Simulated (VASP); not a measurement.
Output of a VASP run:

**OUTCAR**
```
 ion  position               nearest neighbor table
   1  0.000  0.000  0.000-   2 2.50   2 2.50   2 2.50   2 2.50
   2  0.250  0.250  0.250-   1 2.50   1 2.50   1 2.50   1 2.50
  LATTYP: Found a face centered cubic cell.
 ALAT       =     5.7822843226
 Subroutine PRICEL returns:
 Original cell was already a primitive cell.
 Subroutine GETGRP returns: Found 24 space group operations
The static configuration has the point symmetry T_d .
The dynamic configuration has the point symmetry T_d .
 Subroutine INISYM returns: Found 24 space group operations
 Subroutine IBZKPT returns following result:
 Found     29 irreducible k-points:

 Following reciprocal coordinates:
            Coordinates               Weight
  0.000000  0.000000  0.000000      1.000000
  0.125000  0.000000  0.000000      8.000000
  0.250000  0.000000  0.000000      8.000000
  0.375000  0.000000  0.000000      8.000000
  0.500000  0.000000  0.000000      4.000000
  0.125000  0.125000  0.000000      6.000000
  0.250000  0.125000  0.000000     24.000000
  0.375000  0.125000  0.000000     24.000000
  0.500000  0.125000  0.000000     24.000000
 -0.375000  0.125000  0.000000     24.000000
 -0.250000  0.125000  0.000000     24.000000
 -0.125000  0.125000  0.000000     12.000000
  0.250000  0.250000  0.000000      6.000000
  0.375000  0.250000  0.000000     24.000000
  0.500000  0.250000  0.000000     24.000000
 -0.375000  0.250000  0.000000     24.000000
 -0.250000  0.250000  0.000000     12.000000
  0.375000  0.375000  0.000000      6.000000
  0.500000  0.375000  0.000000     24.000000
 -0.375000  0.375000  0.000000     12.000000
  0.500000  0.500000  0.000000      3.000000
  0.375000  0.250000  0.125000     24.000000
  0.500000  0.250000  0.125000     48.000000
 -0.375000  0.250000  0.125000     24.000000
  0.500000  0.375000  0.125000     24.000000
 -0.375000  0.375000  0.125000     48.000000
 -0.250000  0.375000  0.125000     24.000000
 -0.375000  0.500000  0.125000     12.000000
 -0.250000  0.500000  0.250000      6.000000
   k-points           NKPTS =     29   k-points in BZ     NKDIM =     29   number of bands    NBANDS=     13
   number of dos      NEDOS =    301   number of ions     NIONS =      2
   total plane-waves  NPLWV =  27000
   dimension x,y,z NGX =    30 NGY =   30 NGZ =   30
   dimension x,y,z NGXF=    60 NGYF=   60 NGZF=   60
   ions per type =               1   1
   PREC   = accura    normal or accurate (medium, high low for compatibility)
   ISTART =      0    job   : 0-new  1-cont  2-samecut
   ICHARG =      2    charge: 1-file 2-atom 10-const
   ISPIN  =      1    spin polarized calculation?
   LNONCOLLINEAR =      F non collinear calculations
   LSORBIT =      F    spin-orbit coupling
   INIWAV =      1    electr: 0-lowe 1-rand  2-diag
   ENCUT  =  520.0 eV  38.22 Ry    6.18 a.u.   7.60  7.60  7.60*2*pi/ulx,y,z
   NELM   =    100;   NELMIN=  2; NELMDL= -5     # of ELM steps
   EDIFF  = 0.1E-06   stopping-criterion for ELM
   LREAL  =      F    real-space projection
   NLSPLINE    = F    spline interpolate recip. space projectors
   LMAXMIX     =    4 max onsite mixed and CHGCAR
   VOSKOWN=      0    Vosko Wilk Nusair interpolation
   EDIFFG = 0.1E-05   stopping-criterion for IOM
   NSW    =      0    number of steps for IOM
   NBLOCK =      1;   KBLOCK =      1    inner block; outer block
   IBRION =     -1    ionic relax: 0-MD 1-quasi-New 2-CG
   NFREE  =      0    steps in history (QN), initial steepest desc. (CG)
   ISIF   =      2    stress and relaxation
   ISYM   =      2    0-nonsym 1-usesym 2-fastsym
   TEIN   =    0.0    initial temperature
   TEBEG  =    0.0;   TEEND  =   0.0 temperature during run
   SMASS  =  -3.00    Nose mass-parameter (am)
   PSTRESS=    0.0 pullay stress
   NELECT =      18.0000    total number of electrons
   EFERMI =   0.00;   METHOD = LEGACY
   ISMEAR =     0;   SIGMA  =   0.05  broadening in eV -4-tet -1-fermi 0-gaus
   IALGO  =     38    algorithm
...
```

File OSZICAR:
```
       N       E                     dE             d eps       ncg     rms          rms(c)
DAV:   1     0.912732295545E+02    0.91273E+02   -0.88406E+03   754   0.152E+03
DAV:   2     0.433449871509E+01   -0.86939E+02   -0.83240E+02   824   0.277E+02
DAV:   3    -0.144284192996E+01   -0.57773E+01   -0.57525E+01   904   0.712E+01
DAV:   4    -0.150202121855E+01   -0.59179E-01   -0.59165E-01   819   0.771E+00
DAV:   5    -0.150237875941E+01   -0.35754E-03   -0.35753E-03   899   0.554E-01    0.429E+00
DAV:   6    -0.122050002157E+01    0.28188E+00   -0.65670E-01  1127   0.243E+01    0.318E+00
DAV:   7    -0.120433112585E+01    0.16169E-01   -0.16838E-01   824   0.403E+00    0.134E+00
DAV:   8    -0.120466545615E+01   -0.33433E-03   -0.37044E-03   829   0.586E-01    0.442E-01
DAV:   9    -0.120482498697E+01   -0.15953E-03   -0.87455E-04   799   0.282E-01    0.647E-02
DAV:  10    -0.120485928215E+01   -0.34295E-04   -0.47371E-05   834   0.763E-02    0.159E-02
DAV:  11    -0.120486633768E+01   -0.70555E-05   -0.98430E-06   829   0.326E-02    0.212E-03
DAV:  12    -0.120486652729E+01   -0.18961E-06   -0.22309E-07   879   0.411E-03    0.126E-03
DAV:  13    -0.120486648350E+01    0.43792E-07   -0.43810E-08   602   0.230E-03
   1 F= -.12048665E+01 E0= -.12048665E+01  d E =-.657324E-13
```

OUTCAR:
```
------------------------ aborting loop because EDIFF is reached ----------------------------------------
  FORCE on cell =-STRESS in cart. coord.  units (eV):
  Direction    XX          YY          ZZ          XY          YZ          ZX
  --------------------------------------------------------------------------------------
  Total       -0.4789484     -0.4789484     -0.4789484      0.0000000      0.0000000     -0.0000000
  in kB      -15.8767255    -15.8767255    -15.8767255      0.0000000      0.0000000     -0.0000000
  external PRESSURE =     -15.8767255 kB  Pullay stress =       0.0000000 kB
  volume of cell :       48.33
      direct lattice vectors                 reciprocal lattice vectors
     0.000000000  2.891142161  2.891142161    -0.172942032  0.172942032  0.172942032
     2.891142161  0.000000000  2.891142161     0.172942032 -0.172942032  0.172942032
     2.891142161  2.891142161  0.000000000     0.172942032  0.172942032 -0.172942032
  FREE ENERGIE OF THE ION-ELECTRON SYSTEM (eV)
  ---------------------------------------------------
  free  energy   TOTEN  =        -1.2048664835 eV

  energy  without entropy=       -1.2048664835  energy(sigma->0) =       -1.20486648
```
(Selected blocks of OUTCAR.)

### POSCAR
```
ZnSe
1
    0.0000000000     2.8911421613     2.8911421613
    2.8911421613     0.0000000000     2.8911421613
    2.8911421613     2.8911421613     0.0000000000
Zn Se
1 1
Direct
  1.0000000000   0.0000000000   0.0000000000
  0.2500000000   0.2500000000   0.2500000000
```

### Question
Write an INCAR and KPOINTS that could have produced this output.

### Answer
This is not unique; one that fits is the input of the run itself, optB88-vdW, plane waves, VASP's PBE PAW potentials (set 64).

### INCAR
```
SYSTEM=ZnSe
PREC=Accurate; ENCUT=520; LREAL=.False.
LASPH=.True.
EDIFF=1E-7; NELM=100; ALGO=Normal
LMAXMIX=4
ISMEAR=0; SIGMA=0.05
GGA=BO; LUSE_VDW=.True.; AGGAC=0.0
PARAM1=0.1833333333; PARAM2=0.22
ISIF=2
LWAVE=.False.; LCHARG=.False.
```

**KPOINTS**
```
Automatic mesh
0
Gamma
8 8 8
0 0 0
```

POTCAR, in this order: Zn Se (PBE.64 set). Program: vasp_std.

The compound is ZnSe in the zinc blende structure. This cell is one point of a volume scan, at 1.03 of the reference volume.
